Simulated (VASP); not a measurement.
An input for Quantum ESPRESSO's pw.x (written as the equivalent of a VASP run, and not itself run):

```
&CONTROL
  calculation = 'vc-relax'
  pseudo_dir = './pseudo'
  outdir = './out'
  tprnfor = .true.
  tstress = .true.
  nstep = 30
  forc_conv_thr = 0.00039
/
&SYSTEM
  ibrav = 0
  nat = 4
  ntyp = 2
  ecutwfc = 84
  occupations = 'smearing'
  smearing = 'gaussian'
  degauss = 0.003675
  input_dft = 'vdw-df2-b86r'
/
&ELECTRONS
  conv_thr = 7.3e-09
  electron_maxstep = 100
/
&IONS
/
&CELL
  cell_dofree = 'shape'
/
ATOMIC_SPECIES
  B 10.810 B.upf
  N 14.007 N.upf
CELL_PARAMETERS angstrom
     1.2488761   -2.1631170    0.0000000
     1.2488761    2.1631170    0.0000000
     0.0000000    0.0000000    4.1323962
ATOMIC_POSITIONS crystal
  B    0.6666670  0.3333330  0.5003072
  B    0.3333330  0.6666670  0.0003072
  N    0.6666670  0.3333330  0.8746928
  N    0.3333330  0.6666670  0.3746928
K_POINTS automatic
  10 10 5 0 0 0
```

Translate this input to VASP (INCAR, KPOINTS, POSCAR, choice of POTCAR).

This is not unique; one that fits is 
POSCAR:
```
BN
1
    1.2488760838    -2.1631170452     0.0000000000
    1.2488760838     2.1631170452     0.0000000000
    0.0000000000     0.0000000000     4.1323961746
B N
2 2
Direct
  0.6666670000   0.3333330000   0.5003071598
  0.3333330000   0.6666670000   0.0003071598
  0.6666670000   0.3333330000   0.8746928402
  0.3333330000   0.6666670000   0.3746928402
```

**KPOINTS**
```
K-points
0
gamma
  10 10 5
0 0 0
```

**INCAR**
```
! general
SYSTEM   = BN
PREC     = Accurate
ENCUT    = 520
LREAL    = .False.
LASPH    = .True.

! electronic loop
EDIFF    = 1E-7
NELM     = 100
ALGO     = Normal

! smearing
ISMEAR   = 0
SIGMA    = 0.05

! functional
GGA      = MK
LUSE_VDW = .True.
AGGAC    = 0.0
PARAM1   = 0.1234568
PARAM2   = 0.7114
ZAB_VDW  = -1.8867

! ions
IBRION   = 2
NSW      = 30
ISIF     = 4
EDIFFG   = -0.01

! output
LWAVE    = .False.
LCHARG   = .False.
```

POTCAR, in this order: B N (PBE.64 set). Program: vasp_std.

Limits of the translation: the potentials are each code's own (VASP's PAW set, PseudoDojo norm-conserving files in pw.x), so ENCUT and ecutwfc are chosen apart and not converted; conv_thr bounds pw.x's estimated SCF error, while EDIFF bounds the energy change between steps; forc_conv_thr acts on force components and is met together with etot_conv_thr.

The compound is BN in the wurtzite structure, a metastable high-pressure form. This cell is one point of a volume scan, at 0.94 of the reference volume. Symmetry was kept, so distortions that lower it aren't found.
